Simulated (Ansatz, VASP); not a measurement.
# Cross-check of KTaO3 between VASP and Ansatz, part 2 of 3

One calculation is typed for both programs; each brings its own data sets. How far apart do they land? The cell is taken from a series of runs on this material, whose earlier steps may have relaxed, scaled, displaced or heated it; both programs get it as it stands.

VASP 6.6.1 and Ansatz 0.2.0.

So far: Set-up; Ansatz: zone-centre phonons, PBE.

## 3. VASP: zone-centre phonons, PBE

Level of this step: PBE; plane waves and PAW (O, K_sv, Ta_pv) (VASP).

The same cell, functional and mesh now go to VASP, with its own data sets.

Lines of VASP's logs that name or quote its potential files are left out, and so is its time.

File INCAR:

```
SYSTEM = KTaO3
PREC = Accurate
ENCUT = 600
EDIFF = 1E-08
NELM = 120
ISMEAR = 0
SIGMA = 0.01
LREAL = .FALSE.
ALGO = Normal
GGA = PE
NBANDS = 25
LASPH = .TRUE.
LORBIT = 11
LWAVE = .FALSE.
LCHARG = .FALSE.
ISIF = 2
IBRION = 8
LEPSILON = .TRUE.
GGA_COMPAT = .FALSE.
EFERMI = MIDGAP
KPAR = 2
```

File POSCAR:

```
KTaO3
1.0
    3.9410706354      0.0000000000      0.0000000000
    0.0000000000      3.9410706354      0.0000000000
    0.0000000000      0.0000000000      3.9410706354
O K Ta
3 1 1
Direct
    0.5000000000      0.0000000000      0.0000000000
    0.0000000000      0.5000000000      0.0000000000
    0.0000000000      0.0000000000      0.5000000000
    0.5000000000      0.5000000000      0.5000000000
    0.0000000000      0.0000000000      0.0000000000
```

File KPOINTS:

```
Automatic mesh
0
Gamma
8 8 8
0 0 0
```

PAW data sets: O, K_sv and Ta_pv (PBE family, release 64).

Command:

```
> mpirun -np 2 vasp_std
```

Output:

```text
[banner, memory and clock lines left out]
running    2 mpi-ranks, on    1 nodes
 distrk:  each k-point on    1 cores,    2 groups
 distr:  one band on    1 cores,    1 groups

 POSCAR found type information on POSCAR O K Ta
 POSCAR found :  3 types and       5 ions
 LDA part: xc-table for (Slater+PW92), standard interpolation
 POSCAR, INCAR and KPOINTS ok, starting setup
 FFT: planning ... GRIDC
 FFT: planning ... GRID_SOFT
 FFT: planning ... GRID
 WAVECAR not read
 entering main loop
       N       E                     dE             d eps       ncg     rms          rms(c)
DAV:   1     0.358210944264E+03    0.35821E+03   -0.23040E+04  1750   0.171E+03
DAV:   2    -0.288114021861E+02   -0.38702E+03   -0.37780E+03  2067   0.457E+02
DAV:   3    -0.486378689320E+02   -0.19826E+02   -0.19753E+02  2439   0.102E+02
DAV:   4    -0.493228476618E+02   -0.68498E+00   -0.68417E+00  2906   0.121E+01
DAV:   5    -0.493286944514E+02   -0.58468E-02   -0.58457E-02  2365   0.969E-01    0.364E+01
DAV:   6    -0.410426717310E+02    0.82860E+01   -0.38486E+01  2279   0.435E+01    0.144E+01
DAV:   7    -0.409513384214E+02    0.91333E-01   -0.19155E+00  2256   0.904E+00    0.969E+00
DAV:   8    -0.409075851904E+02    0.43753E-01   -0.34785E-01  2255   0.508E+00    0.238E+00
DAV:   9    -0.408957807499E+02    0.11804E-01   -0.32676E-02  2246   0.134E+00    0.339E-01
DAV:  10    -0.408951552062E+02    0.62554E-03   -0.76037E-03  2456   0.607E-01    0.517E-02
DAV:  11    -0.408952245696E+02   -0.69363E-04   -0.32717E-04  2419   0.131E-01    0.299E-02
DAV:  12    -0.408952535819E+02   -0.29012E-04   -0.52771E-05  2543   0.563E-02    0.709E-03
DAV:  13    -0.408952533110E+02    0.27088E-06   -0.24825E-06  2355   0.116E-02    0.615E-03
DAV:  14    -0.408952531454E+02    0.16560E-06   -0.67006E-07  2279   0.576E-03    0.894E-04
DAV:  15    -0.408952531986E+02   -0.53144E-07   -0.41628E-08  2338   0.166E-03    0.321E-04
DAV:  16    -0.408952531523E+02    0.46231E-07   -0.77113E-09  1606   0.617E-04    0.557E-05
DAV:  17    -0.408952531534E+02   -0.10987E-08   -0.62469E-10  1540   0.178E-04
   1 F= -.40895253E+02 E0= -.40895253E+02  d E =0.000000E+00
 Linear response reoptimize wavefunctions to high precision
DAV:   1    -0.408952531554E+02   -0.19677E-08   -0.16210E-10  1571   0.817E-05
DAV:   2    -0.408952531555E+02   -0.84128E-10   -0.58436E-11  1397   0.361E-05
 Linear response G [H, r] |phi>, progress :
  Direction:   1
       N       E                     dE             d eps       ncg     rms
RMM:   1    -0.136819487879E+03   -0.13682E+03    0.68541E+02  2970   0.199E+02
RMM:   2    -0.129188966025E+03    0.76305E+01   -0.30523E+01  2988   0.349E+01
RMM:   3    -0.129665885009E+03   -0.47692E+00   -0.46502E+00  3505   0.717E+00
RMM:   4    -0.129666215164E+03   -0.33015E-03   -0.62243E-01  3858   0.232E+00
RMM:   5    -0.129684688007E+03   -0.18473E-01   -0.13550E-01  4009   0.102E+00
RMM:   6    -0.129692101595E+03   -0.74136E-02   -0.38604E-02  4117   0.495E-01
RMM:   7    -0.129693792678E+03   -0.16911E-02   -0.25393E-02  4215   0.270E-01
RMM:   8    -0.129694264635E+03   -0.47196E-03    0.21331E-02  4239   0.165E-01
RMM:   9    -0.129694133824E+03    0.13081E-03    0.19026E-02  4234   0.108E-01
RMM:  10    -0.129694625623E+03   -0.49180E-03   -0.21976E-03  4135   0.776E-02
RMM:  11    -0.129694638528E+03   -0.12905E-04    0.16599E-03  4024   0.587E-02
RMM:  12    -0.129694578376E+03    0.60152E-04    0.12079E-02  3963   0.472E-02
RMM:  13    -0.129694653468E+03   -0.75092E-04   -0.25029E-03  3949   0.401E-02
RMM:  14    -0.129694636469E+03    0.16999E-04    0.34567E-03  3943   0.359E-02
RMM:  15    -0.129694645685E+03   -0.92160E-05    0.14846E-04  3938   0.332E-02
RMM:  16    -0.129694646036E+03   -0.35171E-06    0.13014E-03  3925   0.316E-02
RMM:  17    -0.129694653467E+03   -0.74308E-05   -0.12133E-03  3919   0.304E-02
RMM:  18    -0.129694648521E+03    0.49456E-05   -0.20587E-04  3926   0.298E-02
RMM:  19    -0.129694644113E+03    0.44086E-05   -0.38140E-04  3901   0.293E-02
 Linear response G [H, r] |phi>, progress :
  Direction:   2
       N       E                     dE             d eps       ncg     rms
RMM:   1    -0.150036207410E+03   -0.15004E+03    0.52388E+02  2915   0.198E+02
RMM:   2    -0.148274167441E+03    0.17620E+01   -0.34202E+01  2902   0.372E+01
RMM:   3    -0.148813673864E+03   -0.53951E+00   -0.58908E+00  3569   0.843E+00
RMM:   4    -0.148852622159E+03   -0.38948E-01   -0.88219E-01  3945   0.283E+00
RMM:   5    -0.148881580618E+03   -0.28958E-01   -0.19480E-01  4107   0.126E+00
RMM:   6    -0.148891575410E+03   -0.99948E-02   -0.54686E-02  4171   0.606E-01
RMM:   7    -0.148894017120E+03   -0.24417E-02   -0.85229E-03  4267   0.327E-01
RMM:   8    -0.148894745681E+03   -0.72856E-03   -0.41439E-02  4266   0.197E-01
RMM:   9    -0.148894707306E+03    0.38375E-04    0.30236E-02  4282   0.130E-01
RMM:  10    -0.148895024440E+03   -0.31713E-03   -0.63238E-03  4179   0.916E-02
[...]
RMM:  14    -0.780836581327E+00   -0.21881E-05   -0.38886E-07  7899   0.284E-03    0.600E-04
RMM:  15    -0.780837510942E+00   -0.92962E-06   -0.24044E-06  7604   0.242E-03    0.439E-04
RMM:  16    -0.780839565449E+00   -0.20545E-05   -0.26274E-07  7768   0.215E-03    0.510E-05
RMM:  17    -0.780840125028E+00   -0.55958E-06   -0.24375E-06  7103   0.193E-03    0.670E-05
[...]
RMM:  14    -0.381613059008E+00    0.17105E-07   -0.54320E-07  8586   0.584E-04    0.572E-06
RMM:  15    -0.381613057854E+00    0.11542E-08    0.24753E-08  8365   0.560E-04    0.274E-06
 first order change of Fermi-energy  -0.21441E-02
 force on displaced ion       1 direction 1 : -17.003  -0.000   0.000
 Born effective charge ion    1 direction 1 :  -6.509   0.000   0.000
 Linear response progress:
  Degree of freedom:   2/  4
       N       E                     dE             d eps       ncg     rms          rms(c)
RMM:   1    -0.372974205450E+00   -0.37297E+00    0.25185E-01 12097   0.268E+00
RMM:   2    -0.367794391329E+00    0.51798E-02   -0.10363E-02 10621   0.452E-01    0.123E-01
RMM:   3    -0.369227227656E+00   -0.14328E-02   -0.17569E-03 10447   0.157E-01    0.608E-02
RMM:   4    -0.370989125288E+00   -0.17619E-02   -0.59489E-04 10408   0.113E-01    0.166E-02
RMM:   5    -0.371098603686E+00   -0.10948E-03   -0.75863E-05 12043   0.325E-02    0.443E-03
RMM:   6    -0.371113524633E+00   -0.14921E-04   -0.13344E-05 13544   0.105E-02    0.290E-03
RMM:   7    -0.371104944103E+00    0.85805E-05   -0.35887E-06 12600   0.579E-03    0.623E-04
RMM:   8    -0.371112277142E+00   -0.73330E-05   -0.21508E-06 13874   0.277E-03    0.321E-04
RMM:   9    -0.371111251245E+00    0.10259E-05   -0.21260E-06 13714   0.173E-03    0.134E-04
RMM:  10    -0.371110938385E+00    0.31286E-06   -0.88132E-07 14416   0.127E-03    0.804E-05
RMM:  11    -0.371110624165E+00    0.31422E-06   -0.10725E-07 14346   0.104E-03    0.476E-05
RMM:  12    -0.371110700877E+00   -0.76712E-07    0.29297E-07 14521   0.923E-04    0.350E-05
RMM:  13    -0.371110695074E+00    0.58027E-08   -0.56745E-08 14540   0.853E-04    0.178E-05
 first order change of Fermi-energy   0.33044E-04
 force on displaced ion       1 direction 2 :   0.000  -4.378   0.000
 Born effective charge ion    1 direction 2 :   0.000  -1.682   0.000
 Linear response progress:
  Degree of freedom:   3/  4
       N       E                     dE             d eps       ncg     rms          rms(c)
RMM:   1    -0.312050347725E+00   -0.31205E+00    0.19441E-01  6469   0.267E+00
RMM:   2    -0.312552606715E+00   -0.50226E-03   -0.33661E-02  6627   0.678E-01    0.512E-02
RMM:   3    -0.314071486835E+00   -0.15189E-02   -0.60534E-03  7153   0.229E-01    0.258E-02
RMM:   4    -0.314394684025E+00   -0.32320E-03   -0.10522E-03  7730   0.731E-02    0.249E-02
RMM:   5    -0.314445188947E+00   -0.50505E-04   -0.25340E-04  7829   0.342E-02    0.172E-02
RMM:   6    -0.314477790489E+00   -0.32602E-04   -0.42718E-05  7619   0.199E-02    0.603E-03
RMM:   7    -0.314493051190E+00   -0.15261E-04   -0.12383E-05  7743   0.857E-03    0.731E-04
RMM:   8    -0.314498339953E+00   -0.52888E-05    0.36442E-06  8360   0.420E-03    0.887E-04
RMM:   9    -0.314498821659E+00   -0.48171E-06   -0.68769E-06  8047   0.260E-03    0.628E-04
RMM:  10    -0.314497964878E+00    0.85678E-06   -0.91486E-07  8064   0.178E-03    0.527E-04
RMM:  11    -0.314495952795E+00    0.20121E-05   -0.14332E-06  8032   0.137E-03    0.740E-05
RMM:  12    -0.314495294835E+00    0.65796E-06   -0.49931E-07  8159   0.112E-03    0.143E-04
RMM:  13    -0.314496220748E+00   -0.92591E-06   -0.78261E-07  8241   0.974E-04    0.118E-04
RMM:  14    -0.314496128533E+00    0.92215E-07   -0.45316E-07  8604   0.881E-04    0.124E-04
[...]
RMM:  18    -0.314495544794E+00    0.27530E-07   -0.24932E-07  8613   0.773E-04    0.232E-06
RMM:  19    -0.314495505046E+00    0.39748E-07    0.30050E-07  8702   0.766E-04    0.379E-06
RMM:  20    -0.314495523529E+00   -0.18482E-07   -0.29517E-07  8544   0.762E-04    0.523E-06
RMM:  21    -0.314495519190E+00    0.43387E-08   -0.20606E-07  8065   0.759E-04    0.613E-06
RMM:  22    -0.314495523366E+00   -0.41759E-08   -0.38228E-07  8023   0.757E-04    0.871E-06
RMM:  23    -0.314495522911E+00    0.45437E-09   -0.30436E-07  8007   0.756E-04    0.965E-06
RMM:  24    -0.314495516729E+00    0.61820E-08   -0.51574E-07  8253   0.756E-04    0.957E-06
RMM:  25    -0.314495516831E+00   -0.10148E-09   -0.22537E-07  8068   0.755E-04    0.101E-05
 first order change of Fermi-energy  -0.25059E-03
 force on displaced ion       4 direction 1 :  -4.866  -0.000   0.000
 Born effective charge ion    4 direction 1 :   1.157   0.000   0.000
 Linear response progress:
  Degree of freedom:   4/  4
       N       E                     dE             d eps       ncg     rms          rms(c)
RMM:   1    -0.190948015573E+00   -0.19095E+00    0.77417E+00  4491   0.161E+01
RMM:   2    -0.214275803414E+00   -0.23328E-01   -0.35327E-02  5832   0.118E+00    0.151E-01
RMM:   3    -0.212951019380E+00    0.13248E-02   -0.16829E-03  6472   0.198E-01    0.824E-02
RMM:   4    -0.211803472785E+00    0.11475E-02   -0.30658E-04  6893   0.980E-02    0.260E-02
RMM:   5    -0.211556902069E+00    0.24657E-03   -0.32551E-05  7301   0.294E-02    0.617E-03
RMM:   6    -0.211501834247E+00    0.55068E-04   -0.62236E-06  7876   0.998E-03    0.237E-03
RMM:   7    -0.211492668498E+00    0.91657E-05   -0.17232E-06  7548   0.403E-03    0.708E-04
RMM:   8    -0.211492792012E+00   -0.12351E-06   -0.32274E-07  8214   0.191E-03    0.333E-04
RMM:   9    -0.211493997450E+00   -0.12054E-05    0.83424E-07  8159   0.124E-03    0.103E-04
RMM:  10    -0.211494203220E+00   -0.20577E-06   -0.29975E-07  8364   0.881E-04    0.325E-05
RMM:  11    -0.211494217500E+00   -0.14280E-07    0.48842E-07  8796   0.697E-04    0.229E-05
RMM:  12    -0.211494243969E+00   -0.26469E-07    0.60055E-09  8613   0.601E-04    0.141E-05
RMM:  13    -0.211494235516E+00    0.84535E-08   -0.23713E-07  8715   0.547E-04    0.488E-06
RMM:  14    -0.211494246934E+00   -0.11418E-07   -0.44280E-08  8848   0.512E-04    0.559E-06
RMM:  15    -0.211494268104E+00   -0.21170E-07   -0.10135E-07  8764   0.490E-04    0.312E-06
RMM:  16    -0.211494297698E+00   -0.29594E-07   -0.13099E-07  8801   0.478E-04    0.275E-06
RMM:  17    -0.211494278890E+00    0.18809E-07   -0.22728E-07  8743   0.469E-04    0.406E-06
RMM:  18    -0.211494285982E+00   -0.70925E-08   -0.14127E-07  8605   0.463E-04    0.281E-06
RMM:  19    -0.211494286252E+00   -0.27037E-09   -0.31188E-07  8300   0.459E-04    0.300E-06
RMM:  20    -0.211494287715E+00   -0.14624E-08   -0.27272E-08  8355   0.456E-04    0.286E-06
 first order change of Fermi-energy   0.12861E-02
 force on displaced ion       5 direction 1 :  -5.409   0.000  -0.000
 Born effective charge ion    5 direction 1 :   8.715   0.000   0.000
 Born effective charges drift removed
 Linear response finished
```

(Continued in part 3 of 3.)

[Lines on the potential files, build, host, timing and source positions are cut from VASP's logs without a mark.]

[Logs are printed without paths, hosts, clocks, repeated set-up lines and the standing remarks that a program may print on its own settings, such as how far it seeks lower states.]

[Hosts, paths, dates, database ids (printed as entryN), source tags and the programs' standing remarks are cut or masked in the printed files.]
